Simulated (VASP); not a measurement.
These are r2SCAN meta-GGA, VASP's PBE PAW potentials (set 64) (plane waves; VASP 6.6.1) values and carry that method's errors.

VASP input:

File POSCAR:
```
Hf
1.0
 -2.7535110569   2.7535110569   1.4994973766
  2.7535110569  -2.7535110569   1.4994973766
  2.7535110569   2.7535110569  -1.4994973766
Hf
2
Cartesian
 -0.0000000000   2.7535110569   0.7497486883
  0.0000000000   0.0000000000   0.0000000000
```

INCAR:
```
ALGO = Normal
EDIFF = 1E-6
EDIFFG = -0.01
ENCUT = 400
IBRION = 2
ISIF = 3
ISMEAR = 1
LASPH = .TRUE.
LCHARG = .FALSE.
LMAXMIX = 6
LMIXTAU = .TRUE.
LREAL = .FALSE.
LWAVE = .FALSE.
METAGGA = R2SCAN
NELM = 100
NSW = 60
PREC = Accurate
SIGMA = 0.1
SYSTEM = Hf
```

File KPOINTS:
```
kpoints
0
Gamma
  12 12 12
```

POTCAR, in this order: Hf_pv (PBE.64 set). Program: vasp_std.

The resulting files:

File OSZICAR:
```
       N       E                     dE             d eps       ncg     rms          rms(c)
DAV:   1    -0.315727574953E+02   -0.31573E+02   -0.10380E+04  4684   0.114E+03
DAV:   2    -0.927036007921E+02   -0.61131E+02   -0.60047E+02  5722   0.249E+02
DAV:   3    -0.945958990527E+02   -0.18923E+01   -0.18575E+01  6286   0.302E+01
DAV:   4    -0.946169466212E+02   -0.21048E-01   -0.21034E-01  5416   0.402E+00
DAV:   5    -0.946173868883E+02   -0.44027E-03   -0.44019E-03  6634   0.445E-01    0.604E+01
DAV:   6    -0.888822903618E+02    0.57351E+01   -0.10373E+00  4606   0.960E+00    0.357E+01
DAV:   7    -0.880643096755E+02    0.81798E+00   -0.17576E+00  5564   0.106E+01    0.582E+00
DAV:   8    -0.893291441100E+02   -0.12648E+01   -0.10217E+00  5266   0.887E+00    0.772E+00
DAV:   9    -0.888533657540E+02    0.47578E+00   -0.13450E-01  4924   0.450E+00    0.420E+00
DAV:  10    -0.887810440501E+02    0.72322E-01   -0.17968E-02  5560   0.130E+00    0.225E+00
DAV:  11    -0.888444701541E+02   -0.63426E-01   -0.29054E-02  4702   0.203E+00    0.481E-01
DAV:  12    -0.888339476864E+02    0.10522E-01   -0.65854E-02  5326   0.249E+00    0.103E+00
DAV:  13    -0.888350593781E+02   -0.11117E-02   -0.13823E-03  6136   0.286E-01    0.961E-01
DAV:  14    -0.888358509664E+02   -0.79159E-03   -0.54179E-05  5622   0.638E-02    0.105E+00
DAV:  15    -0.888350772650E+02    0.77370E-03   -0.29728E-04  5338   0.134E-01    0.858E-01
DAV:  16    -0.888379774146E+02   -0.29001E-02   -0.35179E-04  5128   0.158E-01    0.685E-01
DAV:  17    -0.888469830793E+02   -0.90057E-02   -0.27356E-03  5326   0.494E-01    0.871E-01
DAV:  18    -0.888522298692E+02   -0.52468E-02   -0.29928E-03  5770   0.451E-01    0.247E+00
DAV:  19    -0.888525220519E+02   -0.29218E-03   -0.33923E-04  5694   0.160E-01    0.294E+00
DAV:  20    -0.888520694697E+02    0.45258E-03   -0.78705E-04  4828   0.229E-01    0.151E+00
DAV:  21    -0.888517559411E+02    0.31353E-03   -0.54748E-04  5260   0.185E-01    0.944E-01
DAV:  22    -0.888517068067E+02    0.49134E-04   -0.23613E-04  5146   0.134E-01    0.398E-01
DAV:  23    -0.888517074637E+02   -0.65699E-06   -0.12420E-04  5062   0.915E-02    0.132E-01
DAV:  24    -0.888516916929E+02    0.15771E-04   -0.27137E-05  5752   0.353E-02    0.204E-02
DAV:  25    -0.888516792484E+02    0.12445E-04   -0.79769E-06  5104   0.263E-02    0.152E-02
DAV:  26    -0.888516873360E+02   -0.80877E-05   -0.22169E-06  4796   0.141E-02    0.102E-02
DAV:  27    -0.888516845662E+02    0.27699E-05   -0.11568E-06  2738   0.916E-03    0.715E-03
DAV:  28    -0.888516873601E+02   -0.27939E-05   -0.29852E-07  2588   0.555E-03    0.213E-03
DAV:  29    -0.888516866053E+02    0.75483E-06   -0.47643E-08  2552   0.192E-03
   1 F= -.88851687E+02 E0= -.88851534E+02  d E =-.888517E+02
```

**OUTCAR**
```
------------------------ aborting loop because EDIFF is reached ----------------------------------------
  FORCE on cell =-STRESS in cart. coord.  units (eV):
  Direction    XX          YY          ZZ          XY          YZ          ZX
  --------------------------------------------------------------------------------------
  Total        0.0125556      0.0125556      0.0022728      0.0000000      0.0000000      0.0000000
  in kB        0.4423510      0.4423510      0.0800733      0.0000000      0.0000000      0.0000000
  external PRESSURE =       0.3215918 kB  Pullay stress =       0.0000000 kB
  volume of cell :       45.48
      direct lattice vectors                 reciprocal lattice vectors
    -2.753511057  2.753511057  1.499497377     0.000000000  0.181586342  0.333445065
     2.753511057 -2.753511057  1.499497377     0.181586342  0.000000000  0.333445065
     2.753511057  2.753511057 -1.499497377     0.181586342  0.181586342  0.000000000
 POSITION                                       TOTAL-FORCE (eV/Angst)
 -----------------------------------------------------------------------------------
     -0.00000      2.75351      0.74975         0.000000      0.000000     -0.000000
      0.00000      0.00000      0.00000        -0.000000     -0.000000      0.000000
 -----------------------------------------------------------------------------------
    total drift:                               -0.000000      0.000000      0.000000
  FREE ENERGIE OF THE ION-ELECTRON SYSTEM (eV)
  ---------------------------------------------------
  free  energy   TOTEN  =       -88.8516866053 eV

  energy  without entropy=      -88.8512279803  energy(sigma->0) =      -88.85153373

 reached required accuracy - stopping structural energy minimisation
```
(Selected blocks of OUTCAR.)

### OUTCAR
```
 val. band max:        4.2697684105   @ k =  -0.2500   0.2500   0.0833

 cond. band min:       4.2755029259   @ k =   0.2500   0.1667  -0.0000


 Fermi energy:         4.2729268926

 k-point     1 :       0.0000    0.0000    0.0000
  band No.  band energies     occupation
      1     -27.6679      2.00000
      2     -27.6679      2.00000
      3     -26.7476      2.00000
      4     -26.7353      2.00000
      5     -26.7262      2.00000
      6     -26.7262      2.00000
      7      -2.8820      2.00000
      8       1.2136      2.00000
      9       3.2237      2.00000
     10       3.3186      2.00000
     11       4.6631     -0.00000
     12       8.4245      0.00000
     13       8.4245      0.00000
     14       8.5108      0.00000

 k-point     2 :       0.0833    0.0000   -0.0000
  band No.  band energies     occupation
      1     -27.6633      2.00000
      2     -27.6449      2.00000
      3     -26.8112      2.00000
      4     -26.7891      2.00000
      5     -26.7270      2.00000
      6     -26.7226      2.00000
      7      -2.6401      2.00000
      8       1.3489      2.00000
      9       3.2364      2.00000
     10       3.6471      2.00000
     11       4.8050     -0.00000
     12       6.9444      0.00000
     13       7.0439      0.00000
     14       8.8768      0.00000

 k-point     3 :       0.1667    0.0000   -0.0000
  band No.  band energies     occupation
      1     -27.6506      2.00000
      2     -27.5833      2.00000
      3     -26.9598      2.00000
      4     -26.9230      2.00000
      5     -26.7612      2.00000
      6     -26.7129      2.00000
      7      -1.9540      2.00000
      8       1.7200      2.00000
      9       3.4284      2.00000
     10       4.1679      2.05918
     11       5.0773     -0.00000
     12       5.5745     -0.00000
     13       6.3690      0.00000
     14       7.9384      0.00000

 k-point     4 :       0.2500    0.0000    0.0000
  band No.  band energies     occupation
...
```

Unless said otherwise, spin-orbit coupling is left out, though it shifts the bands of the heavy elements here.

The structure was generated: Hf was put into the beta-Sn type (I4_1/amd), which need not be its known phase. It was relaxed first. The start is the result of an earlier pass.
